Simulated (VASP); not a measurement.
# BaLiC: phonons from a supercell, part 3 of 4

How does the lattice of BaLiC vibrate? The cell is invented: it takes the structure of a Materials Project entry for BaLiSi (space group 187 there), with some of its atoms replaced by other elements, volume scaled by an estimate. It may not be a known or stable phase.

VASP 6.6.1; PBE; plane waves and PAW (Ba_sv, C, Li); invented cell.

Still holding for the runs below: The k-mesh is coarse for a metal.

So far. Step 3 (Relax the host again, on a new basis): The start already met the threshold, so nothing moved. Step 4 (Tight relaxation): The run ended after 14 ionic steps, 0.076 eV below its first step, once forces and stress met EDIFFG = -0.002. The relaxed cell has a = 3.957, c = 4.373 Å (conventional setting).

**6. Modes at the zone centre**

System of this step: BaLiC. Symmetry: P-6m2, No. 187, hexagonal system. Conventional cell: a = 3.957 Å, b = 3.957 Å, c = 4.373 Å, α = 90.00°, β = 90.00°, γ = 120.00°. Nearest to Ba lie 6 Li at 3.16 Å and 6 C at 3.16 Å. C has 3 Li at 2.28 Å and 6 Ba at 3.16 Å nearest. Nearest to Li lie 3 C at 2.28 Å and 6 Ba at 3.16 Å. It derives from BaLiSi. It takes the structure of a Materials Project entry for BaLiSi (space group 187 there), with some of its atoms replaced by other elements, volume scaled by an estimate. Farther neighbours are not listed.

INCAR reads:

```
SYSTEM = BaLiC
PREC = Accurate
ENCUT = 480
EDIFF = 1E-07
NELM = 120
ISMEAR = 1
SIGMA = 0.2
LREAL = Auto
ALGO = Fast
GGA = PE
NBANDS = 13
LWAVE = .FALSE.
LCHARG = .FALSE.
IBRION = 6
NSW = 1
NFREE = 2
POTIM = 0.015
ISIF = 0
ADDGRID = .TRUE.
```

POSCAR reads:

```
BaLiC
1.0
    3.9566805546      0.0000000000      0.0000000000
   -1.9783402772      3.4265859225      0.0000000000
    0.0000000000      0.0000000000      4.3725313551
Ba C Li
1 1 1
Direct
    0.6666666700      0.3333333300      0.0000000000
    0.3333333300      0.6666666700      0.5000000000
    0.0000000000      0.0000000000      0.5000000000
```

KPOINTS reads:

```
Automatic mesh
0
Gamma
7 7 5
0 0 0
```

Potentials, in the order of the species: Ba_sv, C and Li (PBE family, release 64).

On the command line:

```sh
$ mpirun -np 4 vasp_std
```

Output:

```text
[banner, memory and clock lines left out]
running    4 mpi-ranks, on    1 nodes
 distrk:  each k-point on    4 cores,    1 groups
 distr:  one band on    1 cores,    4 groups

 POSCAR found type information on POSCAR BaC Li
 POSCAR found :  3 types and       3 ions
|                                                                             |
|               ----> ADVICE to this user running VASP <----                  |
|                                                                             |
|     You have a (more or less) 'small supercell' and for smaller cells       |
|     it is recommended to use the reciprocal-space projection scheme!        |
|     The real-space optimization is not efficient for small cells and it     |
|     is also less accurate ...                                               |
|     Therefore, set LREAL=.FALSE. in the INCAR file.                         |
|                                                                             |

 LDA part: xc-table for (Slater+PW92), standard interpolation
|                                                                             |
|           W    W    AA    RRRRR   N    N  II  N    N   GGGG   !!!           |
|           W    W   A  A   R    R  NN   N  II  NN   N  G    G  !!!           |
|           W    W  A    A  R    R  N N  N  II  N N  N  G       !!!           |
|           W WW W  AAAAAA  RRRRR   N  N N  II  N  N N  G  GGG   !            |
|           WW  WW  A    A  R   R   N   NN  II  N   NN  G    G                |
|           W    W  A    A  R    R  N    N  II  N    N   GGGG   !!!           |
|                                                                             |
|     The number of bands has been changed from the values supplied in        |
|     The orbitals not found in the WAVECAR file will be initialized with     |
|     random numbers, which is usually adequate. For correlated               |
|     calculations, however, you should redo the groundstate calculation.     |
|     I found NBANDS = 13. Now, NBANDS = 16.                                  |
|                                                                             |

 POSCAR, INCAR and KPOINTS ok, starting setup
 FFT: planning ... GRIDC
 FFT: planning ... GRID_SOFT
 FFT: planning ... GRID
 WAVECAR not read
 entering main loop
       N       E                     dE             d eps       ncg     rms          rms(c)
DAV:   1     0.638045822247E+02    0.63805E+02   -0.59234E+03   768   0.731E+02
DAV:   2    -0.847103019725E+01   -0.72276E+02   -0.66667E+02  1096   0.150E+02
DAV:   3    -0.120611675148E+02   -0.35901E+01   -0.35548E+01  1024   0.341E+01
DAV:   4    -0.121680944774E+02   -0.10693E+00   -0.10689E+00  1072   0.411E+00
DAV:   5    -0.121684450575E+02   -0.35058E-03   -0.35058E-03  1000   0.291E-01    0.629E+00
RMM:   6    -0.107318246906E+02    0.14366E+01   -0.20792E+00   768   0.507E+00    0.345E+00
RMM:   7    -0.106387979185E+02    0.93027E-01   -0.12076E-01   782   0.165E+00    0.200E+00
RMM:   8    -0.106189724287E+02    0.19825E-01   -0.94566E-02   788   0.187E+00    0.442E-01
RMM:   9    -0.106162866483E+02    0.26858E-02   -0.10070E-02   814   0.549E-01    0.159E-01
RMM:  10    -0.106168978558E+02   -0.61121E-03   -0.34944E-03   816   0.285E-01    0.145E-01
RMM:  11    -0.106166960177E+02    0.20184E-03   -0.95775E-04   850   0.150E-01    0.245E-02
RMM:  12    -0.106167102848E+02   -0.14267E-04   -0.14563E-04   904   0.570E-02    0.148E-02
RMM:  13    -0.106167125542E+02   -0.22694E-05   -0.41771E-05   967   0.269E-02    0.576E-03
RMM:  14    -0.106167138182E+02   -0.12639E-05   -0.88636E-06   969   0.149E-02    0.202E-03
RMM:  15    -0.106167141013E+02   -0.28317E-06   -0.28795E-06   948   0.780E-03    0.210E-03
RMM:  16    -0.106167144080E+02   -0.30664E-06   -0.98321E-07   856   0.494E-03    0.384E-04
RMM:  17    -0.106167144570E+02   -0.49045E-07   -0.24381E-07   674   0.222E-03
   1 F= -.10616714E+02 E0= -.10616090E+02  d E =-.187277E-02
 Found     6 degrees of freedom:
 Finite differences POTIM= 0.01500 DOF=   6
 bond charge predicted
       N       E                     dE             d eps       ncg     rms          rms(c)
DAV:   1    -0.106156135457E+02    0.11009E-02   -0.17060E-01  3288   0.255E+00    0.135E-01
RMM:   2    -0.106164235514E+02   -0.81001E-03   -0.99037E-03  2400   0.543E-01    0.414E-02
RMM:   3    -0.106164939023E+02   -0.70351E-04   -0.52395E-04  2436   0.149E-01    0.312E-02
RMM:   4    -0.106164938385E+02    0.63819E-07   -0.48229E-05  2668   0.445E-02    0.164E-02
RMM:   5    -0.106164958677E+02   -0.20292E-05   -0.15167E-05  2716   0.236E-02    0.281E-03
RMM:   6    -0.106164958360E+02    0.31710E-07   -0.41248E-06  2807   0.106E-02    0.138E-03
RMM:   7    -0.106164959727E+02   -0.13674E-06   -0.10856E-06  2730   0.492E-03    0.906E-04
RMM:   8    -0.106164960397E+02   -0.66996E-07   -0.39707E-07  2058   0.269E-03
   2 F= -.10616496E+02 E0= -.10615866E+02  d E =-.189046E-02
[... from here on, the cycles between the ionic steps are left out ...]
   3 F= -.10616496E+02 E0= -.10615866E+02  d E =-.189049E-02
   4 F= -.10616319E+02 E0= -.10615688E+02  d E =-.189246E-02
   5 F= -.10616319E+02 E0= -.10615688E+02  d E =-.189245E-02
   6 F= -.10616516E+02 E0= -.10615877E+02  d E =-.191739E-02
   7 F= -.10616516E+02 E0= -.10615877E+02  d E =-.191738E-02
   8 F= -.10616633E+02 E0= -.10616006E+02  d E =-.188034E-02
   9 F= -.10616633E+02 E0= -.10616006E+02  d E =-.188017E-02
  10 F= -.10616498E+02 E0= -.10615865E+02  d E =-.190018E-02
  11 F= -.10616498E+02 E0= -.10615864E+02  d E =-.190040E-02
  12 F= -.10616280E+02 E0= -.10615657E+02  d E =-.186992E-02
 Finite differences progress:
  Degree of freedom:   6/  6
  Displacement:        1/  2
  Total:              11/ 12
 bond charge predicted
       N       E                     dE             d eps       ncg     rms          rms(c)
DAV:   1    -0.106163300868E+02   -0.50145E-04   -0.18265E-02  1184   0.536E-01    0.276E-02
RMM:   2    -0.106162873930E+02    0.42694E-04   -0.21603E-04  1024   0.745E-02    0.126E-02
RMM:   3    -0.106162790290E+02    0.83640E-05   -0.44574E-05  1028   0.304E-02    0.366E-03
RMM:   4    -0.106162798339E+02   -0.80488E-06   -0.50437E-06  1133   0.104E-02    0.159E-03
RMM:   5    -0.106162800595E+02   -0.22559E-06   -0.10063E-06  1087   0.454E-03    0.489E-04
RMM:   6    -0.106162800843E+02   -0.24768E-07   -0.17847E-07   896   0.161E-03
  13 F= -.10616280E+02 E0= -.10615657E+02  d E =-.186992E-02
 Finite differences progress:
  Degree of freedom:   6/  6
  Displacement:        2/  2
  Total:              12/ 12
```

Elapsed: 90 s, on 4 MPI ranks of AMD EPYC 7R43, shared host; peak memory 0.79 GiB; 5.9 min of CPU time.

OUTCAR, selected parts (step 6):

```text
   k-points           NKPTS =     24   k-points in BZ     NKDIM =     24   number of bands    NBANDS=     16

   ENCUT  =  480.0 eV  35.28 Ry    5.94 a.u.   7.07  7.07  7.81*2*pi/ulx,y,z

   NELECT =      15.0000    total number of electrons

 E-fermi :   2.5629

 k-point     1 :       0.0000    0.0000    0.0000
  band No.  band energies     occupation
      1     -24.7634      2.00000
      2      -9.8361      2.00000
      3      -9.5822      2.00000
      4      -9.5822      2.00000
      5      -5.7586      2.00000
      6       2.6959      0.10589
      7       2.6959      0.10589
      8       3.0428     -0.00358
      9       3.1149     -0.00067
     10       5.9537     -0.00000
    ...

 POSITION                                       TOTAL-FORCE (eV/Angst)
 -----------------------------------------------------------------------------------
      1.97834      1.14220      0.00000        -0.000000     -0.000000     -0.050263
     -0.00000      2.28439      2.18627         0.000000      0.000000     -0.007348
      0.00000      0.00000      2.17127         0.000000     -0.000000      0.057611
 -----------------------------------------------------------------------------------
    total drift:                               -0.000005      0.000003      0.000360

  FREE ENERGIE OF THE ION-ELECTRON SYSTEM (eV)
  ---------------------------------------------------
  free  energy   TOTEN  =       -10.6162800843 eV

  energy  without entropy=      -10.6144101678  energy(sigma->0) =      -10.61565678

 Eigenvectors and eigenvalues of the dynamical matrix
 ----------------------------------------------------

   1 f  =   11.858673 THz    74.510239 2PiTHz  395.562749 cm-1    49.043508 meV
             X         Y         Z           dx          dy          dz
      1.978340  1.142195  0.000000    -0.000000    0.000000   -0.192290
     -0.000000  2.284391  2.186266    -0.000000    0.000000   -0.101375
      0.000000  0.000000  2.186266     0.000000   -0.000000    0.976088

   2 f  =    9.119366 THz    57.298669 2PiTHz  304.189320 cm-1    37.714652 meV
             X         Y         Z           dx          dy          dz
      1.978340  1.142195  0.000000    -0.000039   -0.036838    0.000000
     -0.000000  2.284391  2.186266    -0.000541   -0.514827    0.000000
      0.000000  0.000000  2.186266     0.000901    0.856502    0.000000

   3 f  =    9.119366 THz    57.298668 2PiTHz  304.189316 cm-1    37.714651 meV
             X         Y         Z           dx          dy          dz
      1.978340  1.142195  0.000000     0.036838   -0.000039   -0.000000
     -0.000000  2.284391  2.186266     0.514827   -0.000541    0.000000
      0.000000  0.000000  2.186266    -0.856502    0.000901    0.000000

   4 f  =    4.951925 THz    31.113865 2PiTHz  165.178451 cm-1    20.479509 meV
             X         Y         Z           dx          dy          dz
      1.978340  1.142195  0.000000    -0.000372   -0.353951    0.000000
     -0.000000  2.284391  2.186266     0.000850    0.808243    0.000000
      0.000000  0.000000  2.186266     0.000495    0.470596    0.000000

   5 f  =    4.951925 THz    31.113864 2PiTHz  165.178449 cm-1    20.479508 meV
             X         Y         Z           dx          dy          dz
      1.978340  1.142195  0.000000    -0.353951    0.000372    0.000000
     -0.000000  2.284391  2.186266     0.808243   -0.000850   -0.000000
      0.000000  0.000000  2.186266     0.470596   -0.000495   -0.000000

   6 f  =    3.337624 THz    20.970908 2PiTHz  111.331143 cm-1    13.803296 meV
             X         Y         Z           dx          dy          dz
      1.978340  1.142195  0.000000     0.000000   -0.000000    0.285730
     -0.000000  2.284391  2.186266    -0.000000    0.000000   -0.957339
      0.000000  0.000000  2.186266    -0.000000    0.000000   -0.043139

   7 f/i=    0.029545 THz     0.185636 2PiTHz    0.985512 cm-1     0.122188 meV
             X         Y         Z           dx          dy          dz
      1.978340  1.142195  0.000000    -0.000000   -0.000000   -0.938820
     -0.000000  2.284391  2.186266    -0.000000   -0.000000   -0.270603
      0.000000  0.000000  2.186266    -0.000000   -0.000000   -0.213053

   8 f/i=    0.054939 THz     0.345192 2PiTHz    1.832566 cm-1     0.227209 meV
             X         Y         Z           dx          dy          dz
      1.978340  1.142195  0.000000    -0.934538    0.000996    0.000000
     -0.000000  2.284391  2.186266    -0.285824    0.000304    0.000000
      0.000000  0.000000  2.186266    -0.211998    0.000226    0.000000

   9 f/i=    0.054939 THz     0.345192 2PiTHz    1.832566 cm-1     0.227209 meV
             X         Y         Z           dx          dy          dz
      1.978340  1.142195  0.000000    -0.000996   -0.934538    0.000000
     -0.000000  2.284391  2.186266    -0.000304   -0.285824    0.000000
      0.000000  0.000000  2.186266    -0.000226   -0.211998    0.000000

 ELASTIC MODULI CONTR FROM IONIC RELAXATION (kBar)
 Direction    XX          YY          ZZ          XY          YZ          ZX
 --------------------------------------------------------------------------------
 XX           0.0000      0.0000      0.0000      0.0000      0.0000      0.0000
 YY           0.0000      0.0000      0.0000      0.0000      0.0000      0.0000
 ZZ           0.0000      0.0000      0.0000      0.0000      0.0000      0.0000
 XY           0.0000      0.0000      0.0000      0.0000      0.0000      0.0000
 YZ           0.0000      0.0000      0.0000      0.0000      0.0000      0.0000
 ZX           0.0000      0.0000      0.0000      0.0000      0.0000      0.0000
 --------------------------------------------------------------------------------

[... 1 part as in an earlier step ...]

[... 13 further parts left out ...]
```

CONTCAR:

```
BaLiC
   1.00000000000000
     3.9566805546000001    0.0000000000000000    0.0000000000000000
    -1.9783402772000001    3.4265859225000002    0.0000000000000000
     0.0000000000000000    0.0000000000000000    4.3725313550999996
  Ba              C               Li
     1     1     1
Direct
     0.6666666699999979    0.3333333300000021    0.0000000000000000
     0.3333333300000021    0.6666666699999979    0.5000000000000000
     0.0000000000000000    0.0000000000000000    0.4965694928676716
```

The last energy, forces, stress and levels in OUTCAR belong to the last displaced cell, not to the cell of POSCAR.

Modes at Γ, with each element's share of the kinetic energy:

```csv
mode,frequency (cm⁻¹),symmetry,Ba %,C %,Li %
1,-1.8,acoustic,87,8,4
2,-1.8,acoustic,87,8,4
3,-1.0,acoustic,88,7,5
4,111.3,A2'',8,92,0
5,165.2,E',13,65,22
6,165.2,E',13,65,22
7,304.2,E',0,27,73
8,304.2,E',0,27,73
9,395.6,A2'',4,1,95
```

Displacements in mode 4 (111.3 cm⁻¹), the largest set to 1:
```
Ba1  0.00  0.00  0.09
C2   0.00  0.00 -1.00
Li3  0.00  0.00 -0.06
```

Displacements in mode 6 (165.2 cm⁻¹), the largest set to 1:
```
Ba1  0.00 -0.13  0.00
C2   0.00  1.00  0.00
Li3  0.00  0.77  0.00
```

(Continued in part 4 of 4.)

[Lines on the potential files, build, host, timing and source positions are cut from VASP's logs without a mark.]

[Logs are printed without paths, hosts, clocks, repeated set-up lines and the standing remarks that a program may print on its own settings, such as how far it seeks lower states.]

[Hosts, paths, dates, database ids (printed as entryN), source tags and the programs' standing remarks are cut or masked in the printed files.]

[Runs that stopped without an error message from VASP are left out.]
